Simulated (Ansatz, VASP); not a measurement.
# Cross-check of CdAgCl3 between VASP and Ansatz, part 3 of 3

Wanted: the spread between two codes on one cell, functional and k mesh. The cell is generated by rule, not measured, and may not be a known phase. The cell is taken from a series of runs on this material, whose earlier steps may have relaxed, scaled, displaced or heated it; both programs get it as it stands.

VASP 6.6.1 and Ansatz 0.2.0.

So far: Starting point; VASP: zone-centre phonons, PBEsol.

The structure was built from a prototype and need not be the compound's stable phase.

### Step 3. Ansatz: zone-centre phonons, PBEsol

Level of this step: Ansatz beside VASP: Kohn-Sham DFT, plane waves, PBEsol (Ansatz).

Ansatz runs on its default PAW (the set named soft_2) files.

The same cell, functional and mesh now go to Ansatz, which takes its cutoff from its data sets.

input.yaml

```yaml
crystal:
  lattice:
    - [5.0585249677, 0.0, 0.0]
    - [0.0, 5.0585249677, 0.0]
    - [0.0, 0.0, 5.0585249677]
  atoms:
    - { symbol: Ag, position: [0.0, 0.0, 0.0] }
    - { symbol: Cd, position: [0.5, 0.5, 0.5] }
    - { symbol: Cl, position: [0.5, 0.5, 0.0] }
    - { symbol: Cl, position: [0.5, 0.0, 0.5] }
    - { symbol: Cl, position: [0.0, 0.5, 0.5] }
kpoints:
  mp_grid: { grid: [6, 6, 6] }
hamiltonian:
  xc: pbesol
scf:
  occupations: { method: fixed }
output:
  eigenvalues: true
phonons:
  method: dfpt
  dielectric: true
  rigid_motions: translations
```

Command:

```console
$ ansatz run input.yaml --threads 8 --pin off --max-ram 14336MiB --backend cpu --events-out ev --progress --plain --runs-dir out
```

Numbers of over 12 decimals in the logs are rounded to 6 here.

The log of the run:

```text
Engine: ansatz 0.2.0, aarch64-unknown-linux-gnu
Pseudopotentials: kind: paw
Pseudopotential: Ag, paw, valence charge 19, recommended cutoff 420 eV (normal), Ag.paw.azcp
Pseudopotential: Cd, paw, valence charge 20, recommended cutoff 420 eV (normal), Cd.paw.azcp
Pseudopotential: Cl, paw, valence charge 7, recommended cutoff 420 eV (normal), Cl.paw.azcp
Functional definition: PBEsol
  exchange = pbesol_x
  correlation = pbesol_c
Crystal: 5 atoms, lattice volume = 129.441 Å³
Basis set: ecut = 420 eV, 2517 PW (Γ), exchange–correlation on 72×72×72 points (8 copies of the dense FFT grid, shifted against one another)
Bands: 36, of which v1, the nominal top of the filled ones, is band 30 counted from 1 (29 counted from 0)
Symmetry: 48 space group operations
k-points: 80 of 216 (irreducible under 2 space group operations, time reversal used)
Non-local potential: Ag, projectors of the file, l = 0: 3, l = 1: 2, l = 2: 2, l = 3: 1
Non-local potential: Cd, projectors of the file, l = 0: 3, l = 1: 2, l = 2: 2, l = 3: 1
Non-local potential: Cl, projectors of the file, l = 0: 2, l = 1: 2, l = 2: 2
PAW form: soft (Blöchl's): semilocal exchange-correlation on the pseudo side does not see the compensation charge
PAW frozen core: Ag, regenerated for the run's functional, and the local potential with it (the file was generated under x = pbe(κ = 0.804, μ = 0.219515), c = pbe(β = 0.066725))
PAW frozen core: Cd, regenerated for the run's functional, and the local potential with it (the file was generated under x = pbe(κ = 0.804, μ = 0.219515), c = pbe(β = 0.066725))
PAW frozen core: Cl, regenerated for the run's functional, and the local potential with it (the file was generated under x = pbe(κ = 0.804, μ = 0.219515), c = pbe(β = 0.066725))
PAW one-centre angular grid: Ag, 590 points (default); XC on 64 Gauss nodes
PAW one-centre angular grid: Cd, 590 points (default); XC on 64 Gauss nodes
PAW one-centre angular grid: Cl, 110 points (default); XC on 64 Gauss nodes
Initial density: superposition of atomic densities (neutral atoms: chi_scale 0, normalization atom), corrected by the library's trained network
Initial wavefunctions: pseudopotential atomic-orbital guess
Functional: x = pbesol(κ = 0.804, μ = 0.123457), c = pbesol(β = 0.046)
SCF iter   1: F=—  HF=-18890.973289 eV  |F-HF|=—  |Δ(HF+E_count)|=         —  Δρ=5.07e-3  dr2=4.12e-2  ethr=1.77e-3  ⟨swp⟩=4.6  Hψ=9827  notcnv=0  defer=286
preconditioner: auto → Resta (q_TF=auto, 2.400 Å⁻¹)  ε∞=5.2  [insulator: Δε(μ)=1.115 eV  Ē_g=10.539 eV  n_scr=26 (ndim 8)  ℏωp=21.6 eV  f_vac=0.057  ε∞_Penn≈5.2]
SCF iter   2: F=—  HF=-18890.962742 eV  |F-HF|=—  |Δ(HF+E_count)|=   1.05e-2  Δρ=2.03e-3  dr2=7.21e-3  ethr=6.86e-5  ⟨swp⟩=2.0  Hψ=4562  notcnv=0  defer=310
SCF iter   3: F=—  HF=-18890.960886 eV  |F-HF|=—  |Δ(HF+E_count)|=   1.86e-3  Δρ=5.99e-4  dr2=6.77e-4  ethr=1.20e-5  ⟨swp⟩=2.0  Hψ=4602  notcnv=0  defer=312
SCF iter   4: F=—  HF=-18890.960833 eV  |F-HF|=—  |Δ(HF+E_count)|=   5.27e-5  Δρ=2.35e-4  dr2=8.32e-5  ethr=1.13e-6  ⟨swp⟩=2.0  Hψ=3517  notcnv=0  defer=259
SCF iter   5: F=—  HF=-18890.960848 eV  |F-HF|=—  |Δ(HF+E_count)|=   1.48e-5  Δρ=4.68e-5  dr2=2.87e-6  ethr=1.39e-7  ⟨swp⟩=2.0  Hψ=4245  notcnv=0  defer=113
SCF iter   6: F=—  HF=-18890.960849 eV  |F-HF|=—  |Δ(HF+E_count)|=   7.38e-7  Δρ=2.09e-5  dr2=4.88e-7  ethr=4.78e-9  ⟨swp⟩=2.0  Hψ=4937  notcnv=0  defer=101
SCF iter   7: F=—  HF=-18890.960848 eV  |F-HF|=—  |Δ(HF+E_count)|=   6.54e-8  Δρ=4.54e-6  dr2=2.99e-8  ethr=8.14e-10  ⟨swp⟩=2.1  Hψ=4723  notcnv=0  defer=101
SCF iter   8: F=—  HF=-18890.960848 eV  |F-HF|=—  |Δ(HF+E_count)|=   1.68e-8  Δρ=1.02e-6  dr2=1.02e-9  ethr=4.99e-11  ⟨swp⟩=2.0  Hψ=4311  notcnv=0  defer=101
SCF iter   9: F=-18890.960848 eV  HF=-18890.960848 eV  |F-HF|=5.46e-11  |Δ(HF+E_count)|=   1.02e-9  Δρ=2.47e-7  dr2=7.36e-11  ethr=1.00e-12  ⟨swp⟩=13.0  Hψ=16872  notcnv=0
SCF 1 converged in 9 iterations: F = -18890.960848 eV  dr2 = 7.36e-11
  greatest PAW one-centre occupation: 1.000 electrons in one spin orbital (limit 2), on the Ag atom at site 0 (counted from 0), in its partial waves of l = 0
DFPT response loops at Γ: preconditioner auto → Resta (q_TF=auto, 2.400 Å⁻¹)  ε∞=7.3 (no band partly filled); β = 1.00, the filter's whole step (`scf.mixing.beta` (0.50) is not read by the response loops at its default; to damp them type it under 1.00, their step now; it binds the ground state too); Broyden in place of MSR1
── the response to a field inside a basis, on 6×6×6 k-points: an SCF that follows is theirs, and a resumed run solves both again ──
Bands: 31, of which v1, the nominal top of the filled ones, is band 30 counted from 1 (29 counted from 0)
k-points: 10 of 216
Initial density: handed on by an earlier stage of this run
Initial wavefunctions: pseudopotential atomic-orbital guess (no wavefunctions were taken with the density)
Eigensolver: Dense (10 Hₖ)
SCF iter   1: F=—  HF=-18890.923820 eV  |F-HF|=—  |Δ(HF+E_count)|=         —  Δρ=2.64e-4  dr2=1.44e-5  ethr=1.00e-1
preconditioner: auto → Resta (q_TF=auto, 2.400 Å⁻¹)  ε∞=10.6  [insulator: Δε(μ)=1.578 eV  Ē_g=6.999 eV  n_scr=26 (ndim 8)  ℏωp=21.6 eV  f_vac=0.057  ε∞_Penn≈10.6]
SCF iter   2: F=—  HF=-18890.923833 eV  |F-HF|=—  |Δ(HF+E_count)|=   1.26e-5  Δρ=1.40e-4  dr2=4.62e-6  ethr=2.40e-8
SCF iter   3: F=—  HF=-18890.923838 eV  |F-HF|=—  |Δ(HF+E_count)|=   5.46e-6  Δρ=1.74e-5  dr2=1.71e-7  ethr=7.71e-9
SCF iter   4: F=-18890.923838 eV  HF=-18890.923838 eV  |F-HF|=1.36e-8  |Δ(HF+E_count)|=   1.31e-8  Δρ=3.81e-6  dr2=2.25e-8  ethr=2.85e-10
SCF 1 converged in 4 iterations: F = -18890.923838 eV  dr2 = 2.25e-8
DFPT response loops at Γ: preconditioner auto → Resta (q_TF=auto, 2.400 Å⁻¹)  ε∞=6.2 (no band partly filled); β = 1.00, the filter's whole step (`scf.mixing.beta` (0.50) is not read by the response loops at its default; to damp them type it under 1.00, their step now; it binds the ground state too); Broyden in place of MSR1
SCF converged after 9 iterations
Free energy (F): -18890.960848 eV
Harris-Foulkes:  -18890.960848 eV  (|F-HF|=5.46e-11)
Internal energy: -18890.960848 eV  (E = F + TS)
E sigma→0 (E₀):  -18890.960848 eV
Fermi energy:    4.457433 eV
--- Per-component energies (eV) ---
  E_band       = -1006.738910
  E_kinetic    = 1514.097653
  E_local      = -8257.483468  (includes V_loc(G=0)·N_el)
  E_nonlocal   = 214.090340
  E_hartree    = 3643.578687
  E_xc         = -671.265432
  E_vxc        = -811.677781  (∫ρ·V_xc dr)
  E_paw        = -9780.526138  (= ΣΔE_a)
  E_vpaw       = -952.923097  (= ΣTr[D̂ρ^β])
  E_aug_tail   = 0.000598  (compensation charges beyond the density's cutoff)
  E_ewald      = -5554.353083
  E_core_change = 0.899995  (= ΣΔE_core)
  E_smearing   = -0.000000  (= −TS)
  E_closure    = -0.000000  (closes the sum)
  Σ components = -18890.960848   (vs F -18890.960848, Δ=0.00e0)
--- Band table (eV; the first three rows and the last of 80) ---
  k-point 0: bands = [... 26 lower, 3.2720, 3.3914, 3.3914, 3.3914, 5.5780, 6.3164, 12.5729, 12.5729, ... 2 higher]
  k-point 1: bands = [... 26 lower, 3.2675, 3.3085, 3.4050, 3.4050, 5.9409, 6.8926, 11.4883, 12.3735, ... 2 higher]
  k-point 2: bands = [... 26 lower, 3.1580, 3.3689, 3.5063, 3.5063, 6.6668, 8.2456, 10.2265, 11.8653, ... 2 higher]
  k-point 79: bands = [... 26 lower, 3.9810, 3.9810, 4.4574, 4.4574, 6.0540, 10.7709, 10.7709, 10.7709, ... 2 higher]
--- Phonons (Γ-DFPT): 4 representative perturbations + reference, on 80 of 216 k-points (Σ response iterations 12) ---
  k mesh reduced under 2 symmetry operations, with k and −k counted as one. Each operation leaves every solved perturbation unchanged. A smaller set is not considered because the run solves the response to a homogeneous field
  ASR residual: 1.454e-4 → 0.000e0 eV/Å²; symmetrization residual: 2.451e-5 eV/Å²
  ASR residual per site (eV/Å²): 1.45e-4 2.42e-5 7.91e-5 7.91e-5 7.91e-5
  Γ frequencies (cm⁻¹): -94.62 -94.62 -94.62 -86.85 -86.85 -86.85 0.00 0.00 0.00 51.13 51.13 51.13 292.66 292.66 292.66
  ε∞ (high-frequency dielectric tensor):
        4.129578    -0.000000    -0.000000
       -0.000000     4.129578     0.000000
       -0.000000     0.000000     4.129578
  softest optical mode at Γ: -94.62 cm⁻¹; the repairs (sum rule, projections) moved no ω² at Γ by more than (1.85 cm⁻¹)²
  Born effective charges Z* (e; rows j = field, columns β = displacement):
    site 0:
         1.74497    0.00000    0.00000
        -0.00000    1.74497    0.00000
         0.00000    0.00000    1.74497
    site 1:
         2.58650    0.00000    0.00000
        -0.00000    2.58650    0.00000
        -0.00000    0.00000    2.58650
    site 2:
        -1.11417    0.00000    0.00000
        -0.00000   -1.11417    0.00000
        -0.00000    0.00000   -2.10313
    site 3:
        -1.11417    0.00000    0.00000
         0.00000   -2.10313    0.00000
        -0.00000    0.00000   -1.11417
    site 4:
        -2.10313   -0.00000    0.00000
        -0.00000   -1.11417    0.00000
        -0.00000    0.00000   -1.11417
  Z* charge neutrality: 3.760e-3 e pre-enforcement
  solved inside a basis spanned on kpoints, on 6×6×6 k-points, its susceptibility summed on 10×10×10: ε∞ is read to err by 1.1e-2, Z* by 2.3e-2 e (field_mesh: kpoints solves on kpoints); Z* is corrected for what the basis lacks
  optical modes at Γ without the LO–TO term, one row a degenerate level:
      ω (cm⁻¹)  modes    IR ((D/Å)²/amu)
        -94.62      3             8.2918
        -86.85      3             0.0000
         51.13      3             1.6946
        292.66      3             9.5694
  optical modes at Γ + LO–TO along q̂ = [1.0000, 0.0000, 0.0000]:
      ω (cm⁻¹)  modes    IR ((D/Å)²/amu)
        -94.62      2             5.5278
        -86.85      3             0.0000
[...]
optical modes at Γ + LO–TO along q̂ = [0.0000, 1.0000, 0.0000]:
      ω (cm⁻¹)  modes    IR ((D/Å)²/amu)
[...]
316.52      1             4.0795
  optical modes at Γ + LO–TO along q̂ = [0.0000, 0.0000, 1.0000]:
      ω (cm⁻¹)  modes    IR ((D/Å)²/amu)
        -94.62      2             5.5278
        -86.85      3             0.0000
        -46.27      1             0.7392
         51.13      2             1.1297
         85.32      1             1.6999
        292.66      2             6.3796
        316.52      1             4.0795
```

### Step 4. Differences

Known differences besides the potentials themselves: fixed occupations in Ansatz, narrow Gaussian smearing in VASP; VASP's response is taken on the typed mesh, Ansatz refines its own for the field response alone; the data sets hold 60 valence electrons in Ansatz (on its default PAW (the set named soft_2) files) and 44 in VASP; the cutoff is 420 eV in Ansatz and 500 eV in VASP; Ansatz makes its cores anew for this functional, VASP keeps those of its PBE data sets. Total energies have different zeros and are not compared.

The two programs side by side:

| quantity | Ansatz | VASP | difference |
| --- | --- | --- | --- |
| ε∞ xx | 4.13 | 4.11 | +0.52 % |
| ε∞ yy | 4.13 | 4.11 | +0.52 % |
| ε∞ zz | 4.13 | 4.11 | +0.52 % |
| Born charge of Ag1 (mean of the diagonal) (e) | 1.75 | 1.74 | +0.01 |
| Born charge of Cd2 (mean of the diagonal) (e) | 2.59 | 2.58 | +0.01 |
| Born charge of Cl3 (mean of the diagonal) (e) | -1.44 | -1.44 | 0.00 |
| optical mode 1 to 3 (imaginary, printed as negative) (cm⁻¹) | -94.6 | -95.3 | +0.7 |
| optical mode 4 to 6 (imaginary, printed as negative) (cm⁻¹) | -86.8 | -87.9 | +1.0 |
| optical mode 7 to 9 (cm⁻¹) | 51.1 | 47.9 | +3.2 |
| optical mode 10 to 12 (cm⁻¹) | 292.7 | 298.9 | -2.09 % |

Modes are paired by rising frequency, not by their patterns, so a pair may set unlike modes beside each other; they are those without the splitting of longitudinal modes.

### Step 5. Outcome

| Property | Result |
| --- | --- |
| r.m.s. difference of the optical zone-centre modes, each program's sorted by frequency (zone-centre phonons, PBEsol) | 3.6 cm⁻¹ |
| difference in optical mode 10 to 12 (zone-centre phonons, PBEsol) | -2.1 % |

What this shows: The r.m.s. difference of the optical zone-centre modes, each program's sorted by frequency is 3.6 cm⁻¹ (zone-centre phonons, PBEsol). The data sets hold unlike numbers of valence electrons (60 in Ansatz and 44 in VASP), so part of the differences may come from the potentials. Among the rows given in per cent, the largest difference of the zone-centre phonons, PBEsol pair is in optical mode 10 to 12, -2.1 %. Such differences can come from data sets, numerical settings and the points named under the comparisons, not from the functional's error against experiment.

[Lines on the potential files, build, host, timing and source positions are cut from VASP's logs without a mark.]

[Logs are printed without paths, hosts, clocks, repeated set-up lines and the standing remarks that a program may print on its own settings, such as how far it seeks lower states.]

[Hosts, paths, dates, database ids (printed as entryN), source tags and the programs' standing remarks are cut or masked in the printed files.]
